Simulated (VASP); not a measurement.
A convergence study with VASP on LiH (rock salt): one setting is varied, all else stays as given below, so the limit is that of these other settings.

```
CELL_PARAMETERS angstrom
      0.00000     2.04000     2.04000
      2.04000     0.00000     2.04000
      2.04000     2.04000     0.00000
ATOMIC_POSITIONS crystal
  Li 0.00000 0.00000 0.00000
  H  0.50000 0.50000 0.50000
```

Level of theory: PBE GGA, VASP's PBE PAW potentials (set 64) (plane waves; VASP). The tightest run used: 700 eV cut-off, 9×9×9 Γ-centred mesh, Gaussian smearing of 0.010 eV, potentials Li_sv H.

The reference is ENCUT = 700, which took about 2 core-minutes. Times come from single runs on busy shared machines, so they are rough: good to a factor of about 2.

Of the settings ENCUT = 300; ENCUT = 400; ENCUT = 500; ENCUT = 600; ENCUT = 700, which is the lowest that keeps the difference from the reference in highest Γ mode (cm⁻¹) within 5 from there on, and what does it cost?

ENCUT = 500; its cost over the reference is within a factor of 2.
```json
[
 {"setting": "ENCUT = 300", "difference in highest Γ mode (cm⁻¹)": "162.9", "cost over the reference": "about 1/4"},
 {"setting": "ENCUT = 400", "difference in highest Γ mode (cm⁻¹)": "19.4", "cost over the reference": "about 1/2"},
 {"setting": "ENCUT = 500", "difference in highest Γ mode (cm⁻¹)": "1.5", "cost over the reference": "within a factor of 2"},
 {"setting": "ENCUT = 600", "difference in highest Γ mode (cm⁻¹)": "0.1", "cost over the reference": "within a factor of 2"},
 {"setting": "ENCUT = 700", "difference in highest Γ mode (cm⁻¹)": "0.0", "cost over the reference": "reference"}
]
```

Left out are rungs that failed or repeat a setting and relaxations that didn't move; long series are thinned to 24 rows.

The compound is LiH in the rock salt structure. The cell was not relaxed at this level.
